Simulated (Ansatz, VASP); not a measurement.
# MgH2: VASP beside Ansatz

One calculation is typed for both programs; each brings its own data sets. How far apart do they land? The cell is generated by rule, not measured, and may not be a known phase. The cell is taken from a series of runs on this material, whose earlier steps may have relaxed, scaled, displaced or heated it; both programs get it as it stands.

Main program and level: Ansatz 0.2.0; plane waves, with VASP 6.6.1 beside it; relaxation of cell and atoms at PBEsol and zone-centre phonons at PBEsol.

The structure was built from a prototype and need not be the compound's stable phase.

### 1. The starting structure

The structure is trigonal, space group P-3m1 (No. 164). The conventional cell has a = 3.002 Å, b = 3.002 Å, c = 4.393 Å, α = 90.00°, β = 90.00°, γ = 120.00°. Nearest to Mg lie 6 H at 1.97 Å. Nearest to H lie 3 Mg at 1.97 Å. Farther neighbours are not listed.

### 2. VASP: relaxation of cell and atoms, PBEsol

The relaxed volume is the usual yardstick between codes: in a stiff, nearly cubic crystal its relative difference is about their pressure difference at one cell divided by the bulk modulus.

Lines of VASP's logs that name or quote its potential files are left out, and so is its time.

Contents of INCAR:

```
SYSTEM = MgH2
PREC = Accurate
ENCUT = 600
EDIFF = 1E-07
NELM = 120
ISMEAR = 0
SIGMA = 0.01
LREAL = .FALSE.
ALGO = Normal
GGA = PS
NBANDS = 8
LORBIT = 11
LWAVE = .FALSE.
LCHARG = .FALSE.
ISIF = 3
IBRION = 2
NSW = 80
EDIFFG = -0.005
LASPH = .TRUE.
GGA_COMPAT = .FALSE.
NELMIN = 4
EFERMI = MIDGAP
KPAR = 2
```

Contents of POSCAR:

```
MgH2
1.0
    3.0017930000      0.0000000000      0.0000000000
   -1.5008970000      2.5996290000      0.0000000000
    0.0000000000      0.0000000000      4.3927610000
Mg H
1 2
Direct
    0.0000000000      0.0000000000      0.0000000000
    0.3333333333      0.6666666667      0.2136323829
    0.6666666667      0.3333333333      0.7863676171
```

Contents of KPOINTS:

```
Automatic mesh
0
Gamma
9 9 4
0 0 0
```

PAW data sets: Mg and H (PBE family, release 64).

On the command line:

```bash
$ mpirun -np 2 vasp_std
```

Numbers of over 12 decimals in the logs are rounded to 6 here.

Output:

```text
[banner, memory and clock lines left out]
running    2 mpi-ranks, on    1 nodes
 distrk:  each k-point on    1 cores,    2 groups
 distr:  one band on    1 cores,    1 groups

 POSCAR found type information on POSCAR MgH
 POSCAR found :  2 types and       3 ions
|                                                                             |
|               ----> ADVICE to this user running VASP <----                  |
|                                                                             |
|     You enforced a specific xc type in the INCAR file but a different       |
|     [... a line on the potential file left out ...]
|     I HOPE YOU KNOW WHAT YOU ARE DOING!                                     |
|                                                                             |

 LDA part: xc-table for (Slater+PW92), standard interpolation
 POSCAR, INCAR and KPOINTS ok, starting setup
 FFT: planning ... GRIDC
 FFT: planning ... GRID_SOFT
 FFT: planning ... GRID
 WAVECAR not read
 entering main loop
       N       E                     dE             d eps       ncg     rms          rms(c)
DAV:   1    -0.328603075393E+01   -0.32860E+01   -0.16675E+03   720   0.397E+02
DAV:   2    -0.913633018997E+01   -0.58503E+01   -0.57768E+01   904   0.401E+01
DAV:   3    -0.927608745078E+01   -0.13976E+00   -0.13976E+00   888   0.709E+00
DAV:   4    -0.927634023635E+01   -0.25279E-03   -0.25279E-03   992   0.283E-01
DAV:   5    -0.927634167257E+01   -0.14362E-05   -0.14362E-05   920   0.130E-02    0.425E+00
DAV:   6    -0.882426008828E+01    0.45208E+00   -0.36426E-01   752   0.239E+00    0.218E+00
DAV:   7    -0.866181239681E+01    0.16245E+00   -0.47660E-01   752   0.299E+00    0.345E-01
DAV:   8    -0.866453970430E+01   -0.27273E-02   -0.83753E-03   808   0.512E-01    0.628E-02
DAV:   9    -0.866453434610E+01    0.53582E-05   -0.47702E-04   968   0.113E-01    0.220E-02
DAV:  10    -0.866455371082E+01   -0.19365E-04   -0.58190E-05   792   0.330E-02    0.329E-03
DAV:  11    -0.866455475704E+01   -0.10462E-05   -0.44198E-06   896   0.971E-03    0.395E-03
DAV:  12    -0.866455476433E+01   -0.72936E-08   -0.49971E-07   864   0.340E-03
   1 F= -.86645548E+01 E0= -.86645548E+01  d E =-.866455E+01
 curvature:   0.00 expect dE= 0.000E+00 dE for cont linesearch  0.000E+00
 trial: gam= 0.00000 g(F)=  0.523E-06 g(S)=  0.153E-04 ort = 0.000E+00 (trialstep = 0.100E+01)
 search vector abs. value=  0.159E-04
 bond charge predicted
       N       E                     dE             d eps       ncg     rms          rms(c)
DAV:   1    -0.866456621920E+01   -0.11462E-04   -0.36444E-05   904   0.436E-02    0.321E-03
DAV:   2    -0.866456628006E+01   -0.60856E-07   -0.20720E-07   800   0.264E-03    0.179E-03
DAV:   3    -0.866456627442E+01    0.56342E-08   -0.15545E-07   520   0.157E-03    0.186E-04
DAV:   4    -0.866456627070E+01    0.37213E-08   -0.90164E-09   376   0.519E-04
   2 F= -.86645663E+01 E0= -.86645663E+01  d E =-.115064E-04
 trial-energy change:   -0.000012  1 .order   -0.000011   -0.000016   -0.000007
 step:   1.7101(harm=  1.7101)  dis= 0.00019  next Energy=    -8.664568 (dE=-0.136E-04)
 reached required accuracy - stopping structural energy minimisation
```

From OUTCAR (step 2):

```text
ion  position               nearest neighbor table
   1  0.000  0.000  0.000-   3 1.97   2 1.97   3 1.97   2 1.97   2 1.97   3 1.97
   2  0.333  0.667  0.214-   1 1.97   1 1.97   1 1.97
   3  0.667  0.333  0.786-   1 1.97   1 1.97   1 1.97

  LATTYP: Found a hexagonal cell.
 ALAT       =     3.0017930000
 C/A-ratio  =     1.4633790538

 Subroutine GETGRP returns: Found 12 space group operations
 (whereof 12 operations were pure point group operations)

The static configuration has the point symmetry D_3d.

 Found     43 irreducible k-points:

   k-points           NKPTS =     43   k-points in BZ     NKDIM =     43   number of bands    NBANDS=      8

   dimension x,y,z NGX =    24 NGY =   24 NGZ =   36
   dimension x,y,z NGXF=    48 NGYF=   48 NGZF=   72

   ENCUT  =  600.0 eV  44.10 Ry    6.64 a.u.   6.00  6.00  8.77*2*pi/ulx,y,z

   NELECT =       4.0000    total number of electrons

 k-points in reciprocal lattice and weights: Automatic mesh
   0.00000000  0.00000000  0.00000000       0.003
   0.11111111  0.00000000  0.00000000       0.019
   0.22222222 -0.00000000  0.00000000       0.019
   0.33333333  0.00000000  0.00000000       0.019
   0.44444444 -0.00000000  0.00000000       0.019
   0.11111111  0.11111111  0.00000000       0.019
   0.22222222  0.11111111  0.00000000       0.037
   0.33333333  0.11111111  0.00000000       0.037
   0.44444444  0.11111111  0.00000000       0.019
[...]
0.33333333  0.22222222  0.50000000       0.037
   0.33333333  0.33333333  0.50000000       0.006

 average (electrostatic) potential at core
       1 -40.3474       2 -34.4301       3 -34.4301

 E-fermi :   0.7694

 k-point     1 :       0.0000    0.0000    0.0000
  band No.  band energies     occupation
      1      -7.4958      2.00000
      2      -1.8643      2.00000
      3       3.9446      0.00000
      4      11.6471      0.00000
      5      13.4331      0.00000
      6      13.5193      0.00000
      7      13.5193      0.00000
    ...

 k-point     2 :       0.1111    0.0000    0.0000
  band No.  band energies     occupation
      1      -7.2470      2.00000
      2      -1.7235      2.00000
      3       4.2025      0.00000
      4       9.3679      0.00000
      5      11.9394      0.00000
      6      12.6110      0.00000
      7      14.7396      0.00000
    ...

 k-point     3 :       0.2222   -0.0000    0.0000
  band No.  band energies     occupation
      1      -6.5162      2.00000
      2      -1.3841      2.00000
      3       4.9143      0.00000
      4       6.5866      0.00000
      5       9.8442      0.00000
      6      11.4335      0.00000
      7      13.8507      0.00000
    ...

  Total       -0.0087040     -0.0087040     -0.0050132      0.0000000      0.0000000     -0.0000000
  in kB       -0.4071524     -0.4071524     -0.2345061      0.0000001      0.0000000     -0.0000000
  external PRESSURE =      -0.3496037 kB  Pullay stress =       0.0000000 kB

  energy-cutoff  :      600.00
  volume of cell :       34.25
      direct lattice vectors                 reciprocal lattice vectors
     3.000789114  0.000000000  0.000000000     0.333245677  0.192399545 -0.000000000
    -1.500395056  2.598759609 -0.000000000    -0.000000000  0.384798962 -0.000000000
     0.000000000  0.000000000  4.392093723    -0.000000000  0.000000000  0.227681844

 POSITION                                       TOTAL-FORCE (eV/Angst)
 -----------------------------------------------------------------------------------
      0.00000      0.00000      0.00000         0.000000     -0.000000      0.000000
     -0.00000      1.73251      0.93818         0.000000     -0.000000     -0.000027
      1.50039      0.86625      3.45391        -0.000000      0.000000      0.000027
 -----------------------------------------------------------------------------------
    total drift:                                0.000000     -0.000000      0.000000

  FREE ENERGIE OF THE ION-ELECTRON SYSTEM (eV)
  ---------------------------------------------------
  free  energy   TOTEN  =        -8.6645662707 eV

  energy  without entropy=       -8.6645662707  energy(sigma->0) =       -8.66456627

 reached required accuracy - stopping structural energy minimisation

 total charge
# of ion       s       p       d       tot
------------------------------------------
    1        0.156   0.161   0.042   0.360
    2        0.545   0.003   0.000   0.548
    3        0.545   0.003   0.000   0.548
--------------------------------------------------
tot          1.247   0.167   0.042   1.457

[... 3 further parts left out ...]
```

CONTCAR:

```
MgH2
   1.00000000000000
     3.0007891135668481    0.0000000001930826    0.0000000000000000
    -1.5003950564489950    2.5987596087447202   -0.0000000000000000
     0.0000000000000000    0.0000000000000000    4.3920937233875490
  Mg              H
     1     2
Direct
     0.0000000000000000    0.0000000000000000    0.0000000000000000
     0.3333333332999970    0.6666666667000030    0.2136068041484635
     0.6666666667000030    0.3333333332999970    0.7863931958515366
```

### 3. Ansatz: relaxation of cell and atoms, PBEsol

Ansatz runs on its default PAW (the set named soft_2) files.

The same cell, functional and mesh now go to Ansatz, which takes its cutoff from its data sets.

Contents of input.yaml:

```yaml
crystal:
  lattice:
    - [3.0017930929, 0.0, 0.0]
    - [-1.5008965464, 2.5996290753, 0.0]
    - [0.0, 0.0, 4.3927608814]
  atoms:
    - { symbol: Mg, position: [0.0, 0.0, 0.0] }
    - { symbol: H, position: [0.3333333333, 0.6666666667, 0.2136323592] }
    - { symbol: H, position: [0.6666666667, 0.3333333333, 0.7863676408] }
kpoints:
  mp_grid: { grid: [9, 9, 4] }
hamiltonian:
  xc: pbesol
scf:
  occupations: { method: fixed }
output:
  forces: true
  stress: true
  eigenvalues: true
relax:
  adjacent_minimum: "off"
  f_tol: 0.001
  max_steps: 60
  cell: { stress_tol: 0.01 }
```

On the command line:

```bash
$ ansatz run input.yaml --threads 4 --pin off --max-ram 7168MiB --backend cpu --events-out ev --progress --plain --runs-dir out
```

Output:

```text
Engine: ansatz 0.2.0, aarch64-unknown-linux-gnu
Pseudopotentials: kind: paw
Pseudopotential: Mg, paw, valence charge 10, recommended cutoff 420 eV (normal), Mg.paw.azcp
Pseudopotential: H, paw, valence charge 1, recommended cutoff 420 eV (normal), H.paw.azcp
Functional definition: PBEsol
  exchange = pbesol_x
  correlation = pbesol_c
Crystal: 3 atoms, lattice volume = 34.279 Å³
Basis set: ecut = 420 eV, 651 PW (Γ), exchange–correlation on 48×48×60 points (8 copies of the dense FFT grid, shifted against one another)
Bands: 10, of which v1, the nominal top of the filled ones, is band 6 counted from 1 (5 counted from 0)
Symmetry: 12 space group operations
Space group: P-3m1 (ITA 164), of the structure as read, at distance tolerance 3.2e-5 Å
k-points: 43 of 324
Non-local potential: Mg, projectors of the file, l = 0: 3, l = 1: 2, l = 2: 1
Non-local potential: H, projectors of the file, l = 0: 2, l = 1: 1
PAW form: soft (Blöchl's): semilocal exchange-correlation on the pseudo side does not see the compensation charge
PAW frozen core: Mg, regenerated for the run's functional, and the local potential with it (the file was generated under x = pbe(κ = 0.804, μ = 0.219515), c = pbe(β = 0.066725))
PAW one-centre angular grid: Mg, 110 points (default); XC on 64 Gauss nodes
PAW one-centre angular grid: H, 110 points (default); XC on 64 Gauss nodes
Initial density: superposition of atomic densities (neutral atoms: chi_scale 0, normalization atom), corrected by the library's trained network
Initial wavefunctions: pseudopotential atomic-orbital guess
Functional: x = pbesol(κ = 0.804, μ = 0.123457), c = pbesol(β = 0.046)
SCF iter   1: F=—  HF=-1943.690535 eV  |F-HF|=—  |Δ(HF+E_count)|=         —  Δρ=6.19e-3  dr2=9.31e-3  ethr=1.77e-3  ⟨swp⟩=4.6  Hψ=2419  notcnv=0  defer=77
preconditioner: auto → none  [insulator: Δε(μ)=3.851 eV  Ē_g=10.723 eV  n_scr=2 (ndim 8)  ℏωp=12.7 eV  f_vac=0.025  ε∞_Penn≈2.4]
SCF iter   2: F=—  HF=-1943.687484 eV  |F-HF|=—  |Δ(HF+E_count)|=   3.05e-3  Δρ=2.07e-3  dr2=9.88e-4  ethr=7.76e-5  ⟨swp⟩=2.0  Hψ=855  notcnv=0  defer=83
SCF iter   3: F=—  HF=-1943.687199 eV  |F-HF|=—  |Δ(HF+E_count)|=   2.85e-4  Δρ=1.38e-4  dr2=1.32e-5  ethr=8.23e-6  ⟨swp⟩=2.0  Hψ=598  notcnv=0  defer=84
SCF iter   4: F=—  HF=-1943.687199 eV  |F-HF|=—  |Δ(HF+E_count)|=   1.25e-8  Δρ=6.31e-5  dr2=1.40e-6  ethr=1.10e-7  ⟨swp⟩=1.9  Hψ=486  notcnv=0  defer=23
SCF iter   5: F=—  HF=-1943.687201 eV  |F-HF|=—  |Δ(HF+E_count)|=   1.98e-6  Δρ=1.78e-5  dr2=1.20e-7  ethr=1.17e-8  ⟨swp⟩=2.1  Hψ=524  notcnv=0  defer=24
SCF iter   6: F=-1943.687200 eV  HF=-1943.687201 eV  |F-HF|=3.28e-8  |Δ(HF+E_count)|=   2.92e-8  Δρ=8.25e-6  dr2=4.83e-8  ethr=8.33e-10  ⟨swp⟩=6.1  Hψ=1907  notcnv=0
SCF 1 converged in 6 iterations: F = -1943.687200 eV  dr2 = 4.83e-8
  greatest PAW one-centre occupation: 1.000 electrons in one spin orbital (limit 2), on the Mg atom at site 0 (counted from 0), in its partial waves of l = 0
relax step   1: F+E_penalty+E_count = -1943.68720048 eV  Δ(F+E_penalty+E_count) = +0.000e0 eV  max|allowed force component| = 3.509e-4 eV/Å  Δτ_max = 0.0000 Å  P = +0.010 GPa  Ω = 34.279 Å³  (6 SCF iters, dr2 threshold 1.00e-7 eV, accepted)
[...]
relax step   2: F+E_penalty+E_count = -1943.68719443 eV  Δ(F+E_penalty+E_count) = +6.052e-6 eV  max|allowed force component| = 1.270e-3 eV/Å  Δτ_max = 0.0005 Å  P = +0.000 GPa  Ω = 34.290 Å³  energy of the carried Pulay correction = -6.232e-6 eV  (4 SCF iters, dr2 threshold 8.53e-10 eV, accepted)
[...]
relax step   3: F+E_penalty+E_count = -1943.68719739 eV  Δ(F+E_penalty+E_count) = -2.967e-6 eV  max|allowed force component| = 6.120e-5 eV/Å  Δτ_max = 0.0004 Å  P = -0.003 GPa  Ω = 34.286 Å³  energy of the carried Pulay correction = -3.818e-6 eV  (4 SCF iters, dr2 threshold 1.01e-10 eV, accepted)
[...]
relax step   4: F+E_penalty+E_count = -1943.68719739 eV  Δ(F+E_penalty+E_count) = -3.183e-12 eV  max|allowed force component| = 6.046e-5 eV/Å  Δτ_max = 0.0000 Å  P = -0.003 GPa  Ω = 34.286 Å³  stress off target by 4.47e-3 GPa  SCF on the basis re-selected at this cell (its energy is not comparable with the rows above)  (5 SCF iters)
basis re-selected at this cell: Δ(F+E_penalty+E_count) = -3.183e-12 eV, ΔP = +0.000 GPa vs the last step (what re-selecting the basis moved, of the pressure what is left beyond the Pulay correction that the steps carried, after the strain that the cell walked since its last selection, with what the two solves' SCF thresholds leave and, on support functions, any second-order correction that the steps lacked; it is no  [...]
SCF converged after 5 iterations
Free energy (F): -1943.687197 eV
Harris-Foulkes:  -1943.687197 eV  (|F-HF|=4.55e-13)
Internal energy: -1943.687197 eV  (E = F + TS)
E sigma→0 (E₀):  -1943.687197 eV
Fermi energy:    0.972615 eV
--- Per-component energies (eV) ---
  E_band       = -384.980066
  E_kinetic    = 103.086583
  E_local      = -1878.100743  (includes V_loc(G=0)·N_el)
  E_nonlocal   = 98.511526
  E_hartree    = 689.631818
  E_xc         = -46.515690
  E_vxc        = -60.440527  (∫ρ·V_xc dr)
  E_paw        = -281.821073  (= ΣΔE_a)
  E_vpaw       = -27.298131  (= ΣTr[D̂ρ^β])
  E_aug_tail   = -0.002398  (compensation charges beyond the density's cutoff)
  E_ewald      = -628.536082
  E_core_change = 0.058862  (= ΣΔE_core)
  E_smearing   = -0.000000  (= −TS)
  E_closure    = -0.000000  (closes the sum)
  Σ components = -1943.687197   (vs F -1943.687197, Δ=0.00e0)
--- Forces (eV/Å), atoms counted from 1 ---
  atom   1  Mg    -0.00000000     0.00000000     0.00000000
  atom   2  H     -0.00000000    -0.00000000    -0.00006046
  atom   3  H      0.00000000     0.00000000     0.00006046
  max |Σ_I F_I| component: 1.01e-18 eV/Å
--- Stress (GPa, compression-positive) ---
       -0.002804      -0.000000       0.000000
       -0.000000      -0.002804       0.000000
        0.000000       0.000000      -0.004469
  P = ⅓ Tr σ = -0.0034 GPa (-0.034 kbar)
--- Band table (eV; the first three rows and the last of 43) ---
  k-point 0: bands = ["-72.3130", "-39.2803", "-39.2185", "-39.2185", "-5.3297", "0.3028", "6.1060", "13.7830", "15.5707", "15.6840"]
  k-point 1: bands = ["-72.3130", "-39.2804", "-39.2185", "-39.2185", "-5.0477", "-0.7759", "7.9807", "13.7452", "15.3924", "15.8369"]
  k-point 2: bands = ["-72.3130", "-39.2805", "-39.2185", "-39.2185", "-4.6610", "-1.7343", "10.7035", "12.4764", "16.0090", "16.0090"]
  k-point 42: bands = ["-72.3074", "-39.2722", "-39.2552", "-39.2552", "-0.0583", "-0.0583", "6.6895", "6.6895", "6.8099", "7.8889"]
--- Relaxed structure (3 steps of the walk, 3 accepted, 1 SCFs on fresh bases) ---
  F+E_penalty+E_count = -1943.68719739 eV   max|allowed force component| = 6.046e-5 eV/Å   (the final SCF, on the basis selected at the relaxed cell)
  cell:  # Å, volume = 34.2861 Å³
    - [3.002283, -2.8872062078743992e-11, 0]
    - [-1.501141, 2.600053, 0]
    - [0, 0, 4.392221]
  atoms:
    - { symbol: Mg, position: [0, 0, 0] }
    - { symbol: H, position: [0.333333, 0.666667, 0.213613] }
    - { symbol: H, position: [0.666667, 0.333333, 0.786387] }
```

In the SCF lines HF is the Harris–Foulkes energy and dr2 the Hartree energy of the density residual, in eV; the loop may stop once dr2 is under the threshold and the program's other checks hold. Hψ counts applications of the Hamiltonian.

### 4. Comparison

Known differences besides the potentials themselves: fixed occupations in Ansatz, narrow Gaussian smearing in VASP; the data sets hold 12 valence electrons in Ansatz (on its default PAW (the set named soft_2) files) and 4 in VASP; the cutoff is 420 eV in Ansatz and 600 eV in VASP; Ansatz makes its cores anew for this functional, VASP keeps those of its PBE data sets; Ansatz adds a Pulay correction to the stress that steers its cell, VASP none. Total energies have different zeros and are not compared.

The two programs side by side:

| quantity | Ansatz | VASP | difference |
| --- | --- | --- | --- |
| volume (Å³) | 34.29 | 34.25 | +0.10 % |
| edge a after relaxation, in the typed setting (Å) | 3.002 | 3.001 | +0.05 % |
| edge c after relaxation, in the typed setting (Å) | 4.392 | 4.392 | +0.00 % |

(Part 1 of 2 ends here.)

[Lines on the potential files, build, host, timing and source positions are cut from VASP's logs without a mark.]

[Logs are printed without paths, hosts, clocks, repeated set-up lines and the standing remarks that a program may print on its own settings, such as how far it seeks lower states.]

[Hosts, paths, dates, database ids (printed as entryN), source tags and the programs' standing remarks are cut or masked in the printed files.]
